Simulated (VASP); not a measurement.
# LiSb2P2 (I4/mmm) in VASP: equation of state with RPBE+D3

Aim: the equation of state of LiSb2P2 with RPBE+D3.

Everything below comes from runs of VASP 6.6.1. Logs are shortened: lines on timing, memory, paths and dates and some standing lists are left out, and cuts for length are marked.

## Step 1: The structure

It takes space group I4/mmm (No. 139, tetragonal). Conventional cell: a = 4.506 Å, b = 4.506 Å, c = 11.011 Å, α = 90.00°, β = 90.00°, γ = 90.00°. Li (site symmetry 4/mmm) has 8 Sb at 3.45 Å and 8 P at 3.56 Å as nearest neighbours. Sb (site symmetry 4mm) has 1 Sb at 2.65 Å and 4 P at 2.67 Å as nearest neighbours. P (site symmetry -4m2) is surrounded by 4 Sb at 2.67 Å.

The cell was built by a generator and needn't be a form met in nature.

## Step 2: Equation of state, RPBE+D3

run.py reads:

```python
from ase import Atoms
from ase.calculators.vasp import Vasp
from ase.eos import EquationOfState
from ase.io import Trajectory
from ase.units import GPa

atoms = Atoms(
    ['Li', 'Sb', 'Sb', 'P', 'P'],
    cell=[[-2.25306823, 2.25306823, 5.50574746], [2.25306823, -2.25306823, 5.50574746], [2.25306823, 2.25306823, -5.50574746]],
    scaled_positions=[[0.0, 0.0, 0.0], [0.6201511, 0.6201511, 0.0], [0.3798489, 0.3798489, 0.0], [0.75, 0.25, 0.5], [0.25, 0.75, 0.5]],
    pbc=True,
)
calc = Vasp(
    directory='calc',
    xc='rpbe',
    pp='PBE',
    setups='minimal',
    prec='Accurate',
    encut=350,
    ediff=1e-06,
    ismear=0,
    sigma=0.05,
    lreal='On',
    lasph=True,
    nelm=60,
    algo='Fast',
    isif=2,
    lwave=False,
    lcharg=False,
    ivdw=11,
    kpts=[8, 8, 8],
    gamma=True,
)
atoms.calc = calc
cell = atoms.cell.copy()
volumes, energies = [], []
traj = Trajectory('eos.traj', 'w')
for x in [0.94, 0.96, 0.98, 1.0, 1.02, 1.04, 1.06]:
    atoms.set_cell(cell * x ** (1 / 3), scale_atoms=True)
    volumes.append(atoms.get_volume())
    energies.append(atoms.get_potential_energy())
    traj.write(atoms)
    print(f'{x:5.2f} {volumes[-1]:12.5f} {energies[-1]:14.6f}')

v0, e0, B = EquationOfState(volumes, energies, eos='birchmurnaghan').fit()
print(f'V0 = {v0:.4f} A^3, E0 = {e0:.6f} eV, B = {B / GPa:.2f} GPa')
```

Potentials or basis: VASP PAW PBE potentials, release 64 (Li, Sb, P).

Run with:

```bash
> python run.py
```

What it wrote:

```text
0.94    105.08793     -18.049439
 0.96    107.32384     -18.231144
 0.98    109.55975     -18.388257
 1.00    111.79567     -18.522896
 1.02    114.03158     -18.635992
 1.04    116.26749     -18.728961
 1.06    118.50341     -18.803614
<dir> UserWarning: The minimum volume of your fit is not in your volumes.  You may not have a minimum in your dataset!
  warnings.warn(
V0 = 128.2021 A^3, E0 = -18.938890 eV, B = 53.48 GPa
```

OUTCAR:

```text
ENCUT = 350.000000
   EDIFF = 1.00e-06
   GGA = RP
   PREC = Accurate
   ISIF = 2
   ISMEAR = 0
   NELM = 60
   IVDW = 11
   LASPH = .TRUE.
   LREAL = On
 IVDW          = 11

 ion  position               nearest neighbor table
   1  0.000  0.000  0.000-   2 3.52   2 3.52   2 3.52   3 3.52   2 3.52   3 3.52   3 3.52   3 3.52

   2  0.620  0.620  0.000-   3 2.70   4 2.72   5 2.72   4 2.72   5 2.72   1 3.52   1 3.52   1 3.52
                             1 3.52
   3  0.380  0.380  0.000-   2 2.70   4 2.72   5 2.72   5 2.72   4 2.72   1 3.52   1 3.52   1 3.52
                             1 3.52
   4  0.750  0.250  0.500-   3 2.72   2 2.72   3 2.72   2 2.72
   5  0.250  0.750  0.500-   3 2.72   2 2.72   3 2.72   2 2.72

  LATTYP: Found a body centered tetragonal cell.
 ALAT       =     4.5945145142
 C/A-ratio  =     2.4436665462

  Lattice vectors:

 A1 = (  -2.2972572571,   2.2972572571,   5.6137307072)
 A2 = (   2.2972572571,  -2.2972572571,   5.6137307072)
 A3 = (   2.2972572571,   2.2972572571,  -5.6137307072)

Analysis of symmetry for initial positions (statically):
=====================================================================
 Subroutine PRICEL returns:
 Original cell was already a primitive cell.

 Routine SETGRP: Setting up the symmetry group for a
 body centered tetragonal supercell.

 Subroutine GETGRP returns: Found 16 space group operations
 (whereof 16 operations were pure point group operations)
 out of a pool of 16 trial point group operations.

The static configuration has the point symmetry D_4h.

Analysis of symmetry for dynamics (positions and initial velocities):
=====================================================================
 Subroutine PRICEL returns:
 Original cell was already a primitive cell.

[... 162 lines left out ...]

 E-fermi :   6.2355     XC(G=0):  -9.0656

 val. band max:        6.2299759927   @ k =   0.1250   0.1250   0.1250
 cond. band min:       6.2415847897   @ k =   0.2500   0.1250   0.1250
 fundamental gap:      0.0116087970
 Fermi energy:         6.2355299171

 k-point     1 :       0.0000    0.0000    0.0000
  band No.  band energies     occupation
      1      -7.4757      2.00000
      2      -2.9697      2.00000
      3      -2.7220      2.00000
      4      -2.4358      2.00000
      5       1.1711      2.00000
      6       1.1711      2.00000
      7       3.4837      2.00000
      8       3.4837      2.00000
      9       4.6052      2.00000
     10       4.6651      2.00000
     11       5.8455      2.00000
     12       6.9054      0.00000
     13       6.9054      0.00000
     14       8.2640      0.00000
[... 377 lines left out ...]
      1      -5.7471      2.00000
      2      -5.1978      2.00000
      3      -3.5962      2.00000
      4      -2.2314      2.00000
      5       0.6194      2.00000
      6       1.4070      2.00000
      7       2.1224      2.00000
      8       4.0947      2.00000
      9       4.9792      2.00000
     10       5.3216      2.00000
     11       6.2491      0.70116
     12       6.4704      0.00000
     13       8.2796      0.00000
     14       8.6887      0.00000

 [... further k-points ...]

------------------------ aborting loop because EDIFF is reached ----------------------------------------

 Edisp (eV)   -1.68124

 E8    (eV) :    -0.3944

  FORCE on cell =-STRESS in cart. coord.  units (eV):
  Direction    XX          YY          ZZ          XY          YZ          ZX
  --------------------------------------------------------------------------------------
  -------------------------------------------------------------------------------------
  Total       2.55190     2.55190     5.37071     0.00000     0.00000     0.00000
  in kB      34.50195    34.50195    72.61245     0.00000     0.00000     0.00000
  external pressure =       47.21 kB  Pullay stress =        0.00 kB

 VOLUME and BASIS-vectors are now :
 -----------------------------------------------------------------------------
  energy-cutoff  :      350.00
  volume of cell :      118.50
      direct lattice vectors                 reciprocal lattice vectors
    -2.297257257  2.297257257  5.613730707     0.000000000  0.217650852  0.089067329
     2.297257257 -2.297257257  5.613730707     0.217650852  0.000000000  0.089067329
     2.297257257  2.297257257 -5.613730707     0.217650852  0.217650852  0.000000000

 POSITION                                       TOTAL-FORCE (eV/Angst)
 -----------------------------------------------------------------------------------
      0.00000      0.00000      0.00000         0.000000      0.000000      0.000000
      0.00000      0.00000      6.96272         0.000000      0.000000      2.832986
      0.00000      0.00000      4.26474        -0.000000     -0.000000     -2.832986
      0.00000      2.29726      2.80687         0.000000      0.000000      0.000000
      2.29726      0.00000      2.80687         0.000000      0.000000     -0.000000
 -----------------------------------------------------------------------------------
    total drift:                                0.000000     -0.000000     -0.000000

  FREE ENERGIE OF THE ION-ELECTRON SYSTEM (eV)
  ---------------------------------------------------
  free  energy   TOTEN  =       -18.8055877314 eV

  energy  without entropy=      -18.8016409415  energy(sigma->0) =      -18.80361434
```

INCAR:

```text
ENCUT = 350.000000
SIGMA = 0.050000
EDIFF = 1.00e-06
ALGO = Fast
GGA = RP
PREC = Accurate
ISIF = 2
ISMEAR = 0
NELM = 60
IVDW = 11
LASPH = .TRUE.
LCHARG = .FALSE.
LWAVE = .FALSE.
LREAL = On
```

Wall time 11 min (1 thread of Intel Xeon 6975P-C (Granite Rapids), shared host); peak memory 0.25 GiB.

These settings aren't checked as converged (typed here: LREAL = On; ENCUT = 350; ALGO = Fast): the numbers below hold their error.

Results:

```yaml
Equilibrium_volume: "25.64 Å³/atom (rough: see the caveat)"
Bulk_modulus_at_fixed_shape_and_positions: 53 GPa (rough)
```

Caveat: the minimum lies outside the volumes run; the cell was scaled at fixed shape and fractional positions, which overstates the stiffness of a crystal with free parameters, most of all of layers and chains; the PAW data sets were made with another functional, which shifts forces and pressure a little.
